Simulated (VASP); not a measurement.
An input for Quantum ESPRESSO's pw.x (written as the equivalent of a VASP run, and not itself run):

```
&CONTROL
  calculation = 'vc-relax'
  pseudo_dir = './pseudo'
  outdir = './out'
  tprnfor = .true.
  tstress = .true.
  nstep = 60
  forc_conv_thr = 0.00078
/
&SYSTEM
  ibrav = 0
  nat = 4
  ntyp = 2
  ecutwfc = 84
  occupations = 'smearing'
  smearing = 'methfessel-paxton'
  degauss = 0.00735
  input_dft = 'pbesol'
/
&ELECTRONS
  conv_thr = 7.3e-08
  electron_maxstep = 100
/
&IONS
/
&CELL
/
ATOMIC_SPECIES
  Hg 200.592 Hg.upf
  O 15.999 O.upf
CELL_PARAMETERS angstrom
     4.3673072   -0.0000000    0.0000000
     0.0000000    4.3673072   -0.0000000
    -0.0000000   -0.0000000    3.2410798
ATOMIC_POSITIONS crystal
  Hg   0.5000000  0.0000000  0.2123470
  Hg   0.0000000  0.5000000  0.7876530
  O    0.0000000  0.0000000  0.0000000
  O    0.5000000  0.5000000  0.0000000
K_POINTS automatic
  6 6 9 0 0 0
```

Problem. Translate this input to VASP (INCAR, KPOINTS, POSCAR, choice of POTCAR).

Solution. This is not unique; one that fits is 
### KPOINTS
```
Automatic
0
gamma
  6 6 9
0 0 0
```

**INCAR**
```
LREAL = .False.   # projection in real space or not
EDIFFG = -0.02
SYSTEM = HgO
LCHARG = .False.
NSW = 60
ISIF = 3   # ions, shape and volume
ENCUT = 520
LASPH = .True.   # aspherical one-centre terms
GGA = PS
NELM = 100   # most electronic steps
LMAXMIX = 6   # l cut-off of mixed one-centre charges
SIGMA = 0.1   # width (eV)
EDIFF = 1E-6
IBRION = 2   # conjugate gradients
PREC = Accurate
ISMEAR = 1
ALGO = Normal
LWAVE = .False.
```

POSCAR:
```
HgO
1
    4.3673071758    -0.0000000000     0.0000000000
    0.0000000000     4.3673071758    -0.0000000000
   -0.0000000000    -0.0000000000     3.2410798154
Hg O
2 2
Direct
  0.5000000000   0.0000000000   0.2123469635
  0.0000000000   0.5000000000   0.7876530365
  0.0000000000   0.0000000000   0.0000000000
  0.5000000000   0.5000000000   0.0000000000
```

POTCAR, in this order: Hg O (PBE.64 set). Program: vasp_std.

Limits of the translation: the potentials are each code's own (VASP's PAW set, PseudoDojo norm-conserving files in pw.x), so ENCUT and ecutwfc are chosen apart and not converted; conv_thr bounds pw.x's estimated SCF error, while EDIFF bounds the energy change between steps; forc_conv_thr acts on force components and is met together with etot_conv_thr.

The structure was generated: HgO was put into the litharge type (P4/nmm), which need not be its known phase. It was relaxed first, which changed the volume by +5 %. The start is the result of an earlier pass.
